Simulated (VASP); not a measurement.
# Na11Au4O12 (a cell with a defect) in VASP: a series of runs

One crystal, Na11Au4O12 (a cell with a defect), is run at these levels: PBEsol; tasks: single point.

Everything below comes from runs of VASP 6.6.1. Logs are shortened: lines on timing, memory, paths and dates and some standing lists are left out, and cuts for length are marked.

## (1) The structure

The cell holds a defect, 27 atoms: a = 9.431 Å, b = 9.431 Å, c = 4.554 Å, α = 90.00°, β = 90.00°, γ = 90.00°.

## (2) Single point, PBEsol

INCAR

```
SYSTEM = Na11Au4O12
PREC = Accurate
ENCUT = 520
EDIFF = 1E-6
ISMEAR = -1
SIGMA = 0.05
LREAL = Auto
LASPH = .TRUE.
NELM = 80
ALGO = Normal
ISIF = 2
LWAVE = .FALSE.
LCHARG = .FALSE.
GGA = PS
NBANDS = 116
```

KPOINTS

```
regular mesh
0
G
  1 1 2
  0 0 0
```

POSCAR

```
Na11Au4O12
1.0
    9.4310460000      0.0000000000      0.0000000000
    0.0000000000      9.4310460000      0.0000000000
    0.0000000000      0.0000000000      4.5537920000
Na Au O
11 4 12
Direct
    0.1265925328      0.6201645077      0.0000000000
    0.8792662023      0.6266325071      0.5000008784
    0.3567684857      0.6438840400      0.5000008784
    0.8528428342      0.8592578172      0.0000000000
    0.3837220177      0.8765729697      0.0000000000
    0.6259857072      0.8850874018      0.5000008784
    0.3797351853      0.1198806580      0.5000008784
    0.1434623477      0.1442257837      0.0000000000
    0.6430781909      0.3499187683      0.5000008784
    0.1204214252      0.3734368383      0.5000008784
    0.8700201441      0.3768192839      0.0000000000
    0.6174712752      0.6173440359      0.0000000000
    0.1174525074      0.8824789954      0.5000008784
    0.8816201299      0.1177706057      0.5000008784
    0.3827253096      0.3818346342      0.0000000000
    0.4029351569      0.5977491786      0.0000000000
    0.8255606006      0.6153082065      0.0000000000
    0.1160316682      0.6755772371      0.5000008784
    0.6159337999      0.8178414144      0.0000000000
    0.3234317805      0.8833272577      0.5000008784
    0.9036749476      0.9025191903      0.5000008784
    0.0966170667      0.0962565552      0.5000008784
    0.6877816098      0.1148759109      0.5000008784
    0.3794382935      0.1814857016      0.0000000000
    0.8870808180      0.3245769345      0.5000008784
    0.1745193481      0.3854503520      0.0000000000
    0.5933806282      0.4087245466      0.0000000000
```

Potentials or basis: VASP PAW PBE potentials, release 64 (Na_pv, Au, O).

On the command line:

```
> cat potpaw_PBE.64/Na_pv/POTCAR potpaw_PBE.64/Au/POTCAR potpaw_PBE.64/O/POTCAR > POTCAR
> mpirun -np 1 vasp_std > vasp.out
```

OUTCAR:

```text
SYSTEM = Na11Au4O12
   PREC = Accurate
   ENCUT = 520
   EDIFF = 1E-6
   ISMEAR = -1
   LREAL = Auto
   LASPH = .TRUE.
   NELM = 80
   ISIF = 2
   GGA = PS

 ion  position               nearest neighbor table
   1  0.127  0.620  0.000-  26 2.26  18 2.34  18 2.34
   2  0.879  0.627  0.500-  18 2.28  17 2.33  17 2.33
   3  0.357  0.644  0.500-  20 2.28  18 2.29  16 2.36  16 2.36  13 3.19
   4  0.853  0.859  0.000-  19 2.27  17 2.32  21 2.36  21 2.36  12 3.18
   5  0.384  0.877  0.000-  19 2.26  20 2.35  20 2.35
   6  0.626  0.885  0.500-  23 2.24  19 2.37  19 2.37
   7  0.380  0.120  0.500-  20 2.29  24 2.35  24 2.35
   8  0.143  0.144  0.000-  24 2.25  26 2.29  22 2.36  22 2.36  15 3.18
   9  0.643  0.350  0.500-  23 2.26  25 2.31  14 3.14
  10  0.120  0.373  0.500-  25 2.25  26 2.34  26 2.34
  11  0.870  0.377  0.000-  17 2.29  25 2.34  25 2.34
  12  0.617  0.617  0.000-  19 1.89  17 1.96  27 1.98  16 2.03  15 3.14   4 3.18
  13  0.117  0.882  0.500-  20 1.94  18 1.95  21 2.02  22 2.03  14 3.14   3 3.19
  14  0.882  0.118  0.500-  23 1.83  25 1.95  22 2.04  21 2.04   9 3.14  13 3.14
  15  0.383  0.382  0.000-  24 1.89  26 1.96  27 2.00  16 2.05  12 3.14   8 3.18
  16  0.403  0.598  0.000-  12 2.03  15 2.05   3 2.36   3 2.36
  17  0.826  0.615  0.000-  12 1.96  11 2.29   4 2.32   2 2.33   2 2.33
  18  0.116  0.676  0.500-  13 1.95   2 2.28   3 2.29   1 2.34   1 2.34
  19  0.616  0.818  0.000-  12 1.89   5 2.26   4 2.27   6 2.37   6 2.37
  20  0.323  0.883  0.500-  13 1.94   3 2.28   7 2.29   5 2.35   5 2.35
  21  0.904  0.903  0.500-  13 2.02  14 2.04   4 2.36   4 2.36
  22  0.097  0.096  0.500-  13 2.03  14 2.04   8 2.36   8 2.36
  23  0.688  0.115  0.500-  14 1.83   6 2.24   9 2.26
  24  0.379  0.181  0.000-  15 1.89   8 2.25   7 2.35   7 2.35
  25  0.887  0.325  0.500-  14 1.95  10 2.25   9 2.31  11 2.34  11 2.34
  26  0.175  0.385  0.000-  15 1.96   1 2.26   8 2.29  10 2.34  10 2.34
  27  0.593  0.409  0.000-  12 1.98  15 2.00

  LATTYP: Found a simple tetragonal cell.
 ALAT       =     9.4310460000
 C/A-ratio  =     0.4828512129

  Lattice vectors:

 A1 = (   9.4310460000,   0.0000000000,   0.0000000000)
 A2 = (   0.0000000000,   9.4310460000,   0.0000000000)
 A3 = (   0.0000000000,   0.0000000000,   4.5537920000)

Analysis of symmetry for initial positions (statically):
=====================================================================
 Subroutine PRICEL returns:
 Original cell was already a primitive cell.

 Routine SETGRP: Setting up the symmetry group for a
 simple tetragonal supercell.

 Subroutine GETGRP returns: Found  2 space group operations
 (whereof  2 operations were pure point group operations)
 out of a pool of 16 trial point group operations.

The static configuration has the point symmetry C_1h.

Analysis of symmetry for dynamics (positions and initial velocities):
=====================================================================
 Subroutine PRICEL returns:
 Original cell was already a primitive cell.

 Routine SETGRP: Setting up the symmetry group for a
 simple tetragonal supercell.

 Subroutine GETGRP returns: Found  2 space group operations
 (whereof  2 operations were pure point group operations)
 out of a pool of 16 trial point group operations.

The dynamic configuration has the point symmetry C_1h.

 Subroutine INISYM returns: Found  2 space group operations
 (whereof  2 operations are pure point group operations),
 and found     1 'primitive' translations

----------------------------------------------------------------------------------------

                                     Primitive cell

  volume of cell :     405.0353

  direct lattice vectors                    reciprocal lattice vectors
     9.431046000  0.000000000  0.000000000     0.106032777  0.000000000  0.000000000
     0.000000000  9.431046000  0.000000000     0.000000000  0.106032777  0.000000000
     0.000000000  0.000000000  4.553792000     0.000000000  0.000000000  0.219597206

  length of vectors
     9.431046000  9.431046000  4.553792000     0.106032777  0.106032777  0.219597206

  position of ions in fractional coordinates (direct lattice)
     0.126592533  0.620164508  0.000000000
     0.879266202  0.626632507  0.500000878
     0.356768486  0.643884040  0.500000878
     0.852842834  0.859257817  0.000000000
     0.383722018  0.876572970  0.000000000
     0.625985707  0.885087402  0.500000878
[... 19 lines left out ...]
     0.174519348  0.385450352  0.000000000
     0.593380628  0.408724547  0.000000000

  ion indices of the primitive-cell ions
   primitive index   ion index
                 1           1
                 2           2
                 3           3
                 4           4
                 5           5
                 6           6
[... 19 lines left out ...]
                26          26
                27          27

----------------------------------------------------------------------------------------

 KPOINTS: regular mesh

Automatic generation of k-mesh.
 Grid dimensions read from file:
 generate k-points for:    1    1    2

 Generating k-lattice:

  Cartesian coordinates                     Fractional coordinates (reciprocal lattice)
     0.106032777  0.000000000  0.000000000     1.000000000  0.000000000  0.000000000
     0.000000000  0.106032777  0.000000000     0.000000000  1.000000000  0.000000000
     0.000000000  0.000000000  0.109798603     0.000000000  0.000000000  0.500000000

  Length of vectors
     0.106032777  0.106032777  0.109798603

  Shift w.r.t. Gamma in fractional coordinates (k-lattice)
     0.000000000  0.000000000  0.000000000

 Subroutine IBZKPT returns following result:
 ===========================================

 Found      2 irreducible k-points:

 Following reciprocal coordinates:
            Coordinates               Weight
  0.000000  0.000000  0.000000      1.000000
  0.000000  0.000000  0.500000      1.000000
   k-points           NKPTS =      2   k-points in BZ     NKDIM =      2   number of bands    NBANDS=    116
   number of dos      NEDOS =    301   number of ions     NIONS =     27
   total plane-waves  NPLWV = 176400
   dimension x,y,z NGX =    70 NGY =   70 NGZ =   36
   dimension x,y,z NGXF=   140 NGYF=  140 NGZF=   72
   ions per type =              11   4  12
   NGX,Y,Z   is equivalent  to a cutoff of  12.34, 12.34, 13.14 a.u.
   NGXF,Y,Z  is equivalent  to a cutoff of  24.68, 24.68, 26.29 a.u.
 SYSTEM =  Na11Au4O12
   PREC   = accura    normal or accurate (medium, high low for compatibility)
   ISTART =      0    job   : 0-new  1-cont  2-samecut
   ICHARG =      2    charge: 1-file 2-atom 10-const
   ISPIN  =      1    spin polarized calculation?
   LNONCOLLINEAR =      F non collinear calculations
   LSORBIT =      F    spin-orbit coupling
   LASPH  =      T    aspherical Exc in radial PAW
   ENCUT  =  520.0 eV  38.22 Ry    6.18 a.u.  17.54 17.54  8.47*2*pi/ulx,y,z
   NELM   =     80;   NELMIN=  2; NELMDL= -5     # of ELM steps
   EDIFF  = 0.1E-05   stopping-criterion for ELM
   LREAL  =      T    real-space projection
   EDIFFG = 0.1E-04   stopping-criterion for IOM
   NSW    =      0    number of steps for IOM
   IBRION =     -1    ionic relax: 0-MD 1-quasi-New 2-CG
   NFREE  =      0    steps in history (QN), initial steepest desc. (CG)
   ISIF   =      2    stress and relaxation
   ISYM   =      2    0-nonsym 1-usesym 2-fastsym
   POTIM  = 0.5000    time-step for ionic-motion
   TEBEG  =    0.0;   TEEND  =   0.0 temperature during run
   PSTRESS=    0.0 pullay stress
   NELECT =     193.0000    total number of electrons
   NUPDOWN=      -1.0000    fix difference up-down
   EMIN   =  10.00;   EMAX   =-10.00  energy-range for DOS
   EFERMI =   0.00;   METHOD = LEGACY
   ISMEAR =    -1;   SIGMA  =   0.05  broadening in eV -4-tet -1-fermi 0-gaus
   EFERMI_NEDOS =   21; number of points for ismear=-14 and -15
   IALGO  =     38    algorithm
   IMIX   =      4    mixing-type and parameters
     AMIX     =   0.40;   BMIX     =  1.00
     AMIX_MAG =   1.60;   BMIX_MAG =  1.00
  volume/ion in A,a.u.               =      15.00       101.23
  Fermi-wavevector in a.u.,A,eV,Ry     =   1.278683  2.416361 22.245944  1.635031
  Thomas-Fermi vector in A             =   2.411212
   LORBIT       =      0    0 simple, 1 ext, 2 COOP (PROOUT), +10 PAW based schemes
   GGA     = PS    functional components
   LHFCALC =     F    Hartree Fock is set to
   AEXX    =    0.0000 exact exchange contribution
   IVDW    =     0    specifies the selected vdW correction
   LEPSILON=     F    determine dielectric tensor
   LRPA    =     F    only Hartree local field effects (RPA)
 non-spin polarized calculation
  energy-cutoff  :      520.00
  volume of cell :      405.04
 maximum number of plane-waves:     10941
 NGX is ok and might be reduce to    70
   NGX = 35   NGY = 35   NGZ = 17

 number of electron     192.9999960 magnetization

 Free energy of the ion-electron system (eV)
  ---------------------------------------------------
  ext. energy  EPLUGINS =         0.00000000
  ---------------------------------------------------
  free energy    TOTEN  =      -120.53490965 eV

  energy without entropy =     -120.41730078  energy(sigma->0) =     -120.47610521

 E-fermi :   1.7838     XC(G=0):  -9.3015

 val. band max:        1.7488624732   @ k =   0.0000   0.0000   0.5000
 cond. band min:       3.7625672065   @ k =   0.0000   0.0000   0.0000
 fundamental gap:      2.0137047333
 Fermi energy:         1.7838150815

 k-point     1 :       0.0000    0.0000    0.0000
  band No.  band energies     occupation
      1     -20.3893      2.00000
      2     -20.3732      2.00000
      3     -20.3633      2.00000
      4     -20.3468      2.00000
      5     -20.3403      2.00000
      6     -20.3371      2.00000
[... 100 lines left out ...]
    107       7.3249      0.00000
    108       7.4685      0.00000

 k-point     2 :       0.0000    0.0000    0.5000
  band No.  band energies     occupation
      1     -20.4037      2.00000
      2     -20.3917      2.00000
      3     -20.3792      2.00000
      4     -20.3696      2.00000
      5     -20.3574      2.00000
      6     -20.3559      2.00000
[... 100 lines left out ...]
    107       6.9572      0.00000
    108       8.2578      0.00000
 [bands above 108 left out]

------------------------ aborting loop because EDIFF is reached ----------------------------------------

  FORCE on cell =-STRESS in cart. coord.  units (eV):
  Direction    XX          YY          ZZ          XY          YZ          ZX
  --------------------------------------------------------------------------------------
  -------------------------------------------------------------------------------------
  Total        8.8128580     11.0355996     -3.4525822     -0.5899767      0.0000000      0.0000000
  in kB       34.8605664     43.6529504    -13.6572006     -2.3337404      0.0000000      0.0000000
  external PRESSURE =      21.6187721 kB  Pullay stress =       0.0000000 kB

 VOLUME and BASIS-vectors are now :
 -----------------------------------------------------------------------------
  energy-cutoff  :      520.00
  volume of cell :      405.04
      direct lattice vectors                 reciprocal lattice vectors
     9.431046000  0.000000000  0.000000000     0.106032777  0.000000000  0.000000000
     0.000000000  9.431046000  0.000000000     0.000000000  0.106032777  0.000000000
     0.000000000  0.000000000  4.553792000     0.000000000  0.000000000  0.219597206

 POSITION                                       TOTAL-FORCE (eV/Angst)
 -----------------------------------------------------------------------------------
      1.19390      5.84880      0.00000         0.014542      0.073316      0.000000
      8.29240      5.90980      2.27690        -0.051067      0.035871      0.000000
      3.36470      6.07250      2.27690         0.019027     -0.006180      0.000000
      8.04320      8.10370      0.00000        -0.111156      0.112671      0.000000
      3.61890      8.26700      0.00000         0.064516      0.092945      0.000000
      5.90370      8.34730      2.27690         0.011719      0.092016      0.000000
[... 19 lines left out ...]
      1.64590      3.63520      0.00000        -0.504185     -0.000780      0.000000
      5.59620      3.85470      0.00000         0.842445     -1.117630      0.000000
 -----------------------------------------------------------------------------------
    total drift:                               -0.002440     -0.012310     -0.041547

  FREE ENERGIE OF THE ION-ELECTRON SYSTEM (eV)
  ---------------------------------------------------
  free  energy   TOTEN  =      -120.5349096494 eV

  energy  without entropy=     -120.4173007803  energy(sigma->0) =     -120.47610521
```

Run time: 2.7 min. Hardware: 1 thread of Intel Xeon 6975P-C (Granite Rapids), shared host; peak memory 0.44 GiB.

What came out:

```yaml
Free_energy: -120.5349 eV
Pressure: 2.2 GPa
Largest_force: 2.764 eV/Å
Band_gap_on_the_k_mesh: none (metal or under the smearing width)
```

Forces in eV/Å, atoms in the order of the input:
```
Na   0.015  0.073  0.000
Na  -0.051  0.036  0.000
Na   0.019 -0.006  0.000
Na  -0.111  0.113  0.000
Na   0.065  0.093  0.000
Na   0.012  0.092  0.000
Na   0.187  0.035  0.000
Na  -0.079  0.021  0.000
Na  -0.032 -0.219  0.000
Na   0.098 -0.020  0.000
Na  -0.190 -0.145  0.000
Au  -0.512 -1.054  0.000
Au  -0.675  0.559  0.000
Au   2.721 -0.484  0.000
Au  -0.029  1.570  0.000
O   -0.503  0.453  0.000
O    0.567 -0.039  0.000
O   -0.003 -0.681  0.000
O    0.006  1.570  0.000
O    0.877  0.084  0.000
O   -0.609 -0.483  0.000
O    0.493  0.511  0.000
O   -2.588 -0.077  0.000
O    0.054 -1.548  0.000
O   -0.068  0.663  0.000
O   -0.504 -0.001  0.000
O    0.842 -1.118  0.000
```

Levels at points of the mesh, in eV from the Fermi level:
| k point | band 93 | band 94 | band 95 | band 96 | band 97 | band 98 | band 99 | band 100 | band 101 | band 102 |
| --- | --- | --- | --- | --- | --- | --- | --- | --- | --- | --- |
| (0.00, 0.00, 0.00) | -0.42 | -0.30 | -0.19 | -0.08 | -0.04 | 1.98 | 2.06 | 2.10 | 2.50 | 3.04 |
| (0.00, 0.00, 0.50) | -0.52 | -0.26 | -0.21 | -0.08 | -0.03 | 2.10 | 2.21 | 2.71 | 2.86 | 2.98 |

Caveat: the k mesh is coarse (spacing up to 0.69 Å⁻¹), so the values aren't converged; the PAW data sets were made with another functional, which shifts forces and pressure a little; an odd number of electrons without spin polarisation forces a metal; a magnetic or distorted state may lie lower.

## (3) Single point, PBEsol

INCAR

```
PREC     = Accurate       # precision mode
ENCUT    = 520            # plane-wave cutoff, eV
EDIFF    = 1E-6           # SCF threshold, eV
ISMEAR   = -1             # smearing method
SIGMA    = 0.05           # smearing width, eV
LREAL    = Auto         
LASPH    = T              # aspherical terms in the spheres
NELM     = 60             # most SCF steps
ALGO     = Fast           # electronic algorithm
ISIF     = 2              # what is computed and relaxed
LWAVE    = F              # write WAVECAR
LCHARG   = F              # write CHGCAR
GGA      = PS             # functional
NBANDS   = 116            # bands
```

KPOINTS

```
regular mesh
0
Gamma
  1 1 2
```

POSCAR

```
Na11Au4O12
1.0
    9.4310460000      0.0000000000      0.0000000000
    0.0000000000      9.4310460000      0.0000000000
    0.0000000000      0.0000000000      4.5537920000
Na Au O
11 4 12
Direct
    0.1268152016      0.6222003371      0.0000000000
    0.8770713238      0.6276186120      0.5000008784
    0.3570653775      0.6453366891      0.5000008784
    0.8444768481      0.8652274626      0.0000000000
    0.3902006204      0.8841967264      0.0000000000
    0.6250420155      0.8928277945      0.5000008784
    0.3941132299      0.1201563432      0.5000008784
    0.1420627150      0.1464100589      0.0000000000
    0.6422405320      0.3355407237      0.5000008784
    0.1232949134      0.3730021039      0.5000008784
    0.8598622040      0.3691319075      0.0000000000
    0.6162306917      0.6151385541      0.0000000000
    0.1159786518      0.8836771658      0.5000008784
    0.8849283526      0.1168057074      0.5000008784
    0.3830222014      0.3838280505      0.0000000000
    0.3978243771      0.6021177290      0.0000000000
    0.8288158069      0.6124135117      0.0000000000
    0.1151197863      0.6709542080      0.5000008784
    0.6151491574      0.8291233019      0.0000000000
    0.3303239110      0.8860416968      0.5000008784
    0.8966873876      0.8976310793      0.5000008784
    0.1019823252      0.1019717219      0.5000008784
    0.6691198410      0.1123841406      0.5000008784
    0.3763845495      0.1691646929      0.0000000000
    0.8892862997      0.3292423767      0.5000008784
    0.1716564631      0.3884934927      0.0000000000
    0.6025736700      0.3956294986      0.0000000000
```

Potentials or basis: VASP PAW PBE potentials, release 64 (Na_pv, Au, O).

On the command line:

```
> cat potpaw_PBE.64/Na_pv/POTCAR potpaw_PBE.64/Au/POTCAR potpaw_PBE.64/O/POTCAR > POTCAR
> mpirun -np 1 vasp_std > vasp.out
```

It took 2.4 min on 1 thread of Intel Xeon 6975P-C (Granite Rapids), shared host; peak memory 0.44 GiB.

The run converged. Its results:

```
Free energy            : -120.6596 eV
Pressure               : -2.1 GPa
Largest force          : 1.719 eV/Å
Band gap on the k mesh : none (metal or under the smearing width)
```

Forces in eV/Å, atoms in the order of the input:
```
Na  -0.091  0.061  0.000
Na  -0.006 -0.053  0.000
Na  -0.014  0.095  0.000
Na   0.102 -0.052  0.000
Na  -0.205  0.221  0.000
Na  -0.112 -0.502  0.000
Na   0.140 -0.011  0.000
Na  -0.006  0.035  0.000
Na  -0.015  0.395  0.000
Na   0.013  0.060  0.000
Na  -0.083  0.060  0.000
Au   0.365  0.379  0.000
Au   0.541 -0.291  0.000
Au  -1.405  0.109  0.000
Au  -0.018 -1.074  0.000
O    0.287 -0.273  0.000
O   -0.465  0.096  0.000
O   -0.002  0.534  0.000
O   -0.050 -1.170  0.000
O   -0.693 -0.015  0.000
O    0.381  0.281  0.000
O   -0.255 -0.233  0.000
O    1.716  0.092  0.000
O    0.223  1.102  0.000
O   -0.122 -0.530  0.000
O    0.327 -0.022  0.000
O   -0.554  0.706  0.000
```

Stress tensor (GPa, compression positive):
```
-3.35 -0.34  0.00
-0.34 -2.45  0.00
 0.00  0.00 -0.58
```

Levels at points of the mesh, in eV from the Fermi level:
| k point | band 93 | band 94 | band 95 | band 96 | band 97 | band 98 | band 99 | band 100 | band 101 | band 102 |
| --- | --- | --- | --- | --- | --- | --- | --- | --- | --- | --- |
| (0.00, 0.00, 0.00) | -0.29 | -0.20 | -0.20 | -0.10 | -0.09 | 1.82 | 1.93 | 2.00 | 2.38 | 2.53 |
| (0.00, 0.00, 0.50) | -0.46 | -0.13 | -0.11 | -0.09 | -0.03 | 1.92 | 2.07 | 2.25 | 2.42 | 3.10 |

Caveat: the k mesh is coarse (spacing up to 0.69 Å⁻¹), so the values aren't converged; the PAW data sets were made with another functional, which shifts forces and pressure a little; an odd number of electrons without spin polarisation forces a metal; a magnetic or distorted state may lie lower. Spin-orbit coupling is left out, which matters for the levels of Au.

(Part 1 of 2 ends here.)
